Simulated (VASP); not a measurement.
Input:

```yaml
crystal:
  lattice:
    - [0.00000, 3.20223, 3.20223]
    - [3.20223, 0.00000, 3.20223]
    - [3.20223, 3.20223, 0.00000]
  atoms:
    - { symbol: Mg, position: [0.25000, 0.25000, 0.25000] }
    - { symbol: Mg, position: [0.75000, 0.75000, 0.75000] }
    - { symbol: Si, position: [0.00000, 0.00000, 0.00000] }
```

Level of theory: revPBE GGA, VASP's PBE PAW potentials (set 64) (plane waves; VASP). Numerical set-up: 520 eV cut-off, 6×6×6 Γ-centred mesh, Gaussian smearing of 0.050 eV, potentials Mg Si.

Problem. Estimate the energy per atom (σ→0), band gap (on the k-mesh) with the smallest direct gap where there is one.

Solution. 
- band gap (on the k-mesh) = 0.26 eV
- smallest direct gap (on the k-mesh) = 1.81 eV
- energy per atom (σ→0) = -2.795 eV/atom

Only differences to runs with the same potentials and settings are physical.

The compound is Mg2Si in the antifluorite structure. It was relaxed first. The start is the result of an earlier pass.
